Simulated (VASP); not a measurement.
Energy against volume of Si (diamond). All values below come from MS2 meta-GGA, VASP's PBE PAW potentials (set 64) (plane waves; VASP).

| V (Å³/atom) | E (eV/atom) |
|---|---|
| 18.803 | -9.71824 |
| 19.403 | -9.73774 |
| 20.003 | -9.74383 |
| 20.603 | -9.73845 |
| 21.203 | -9.72321 |

### Question
Fit a third-order Birch-Murnaghan equation of state.

### Answer

| Quantity | Result |
|---|---|
| volume per atom | 20.01 Å^3/atom |
| bulk modulus | 102 GPa |
| pressure derivative of the bulk modulus | 4.12 |
| lattice constant a | 5.429 Å |

Measured: bulk modulus 101 GPa at 0 K (computed value off by +1.1 %), as given by Jianwei Sun et al., Physical Review B (2011), doi:10.1103/physrevb.84.035117 [0 K value with zero-point phonon effects removed]; a 5.421 Å at 0 K (computed value off by +0.1 %), as given by Daniel Mejia-Rodriguez et al., Physical Review B (2018), arXiv:1807.09216 [static lattice: zero-point anharmonic expansion removed].

The compound is Si in the diamond structure. It was relaxed first.
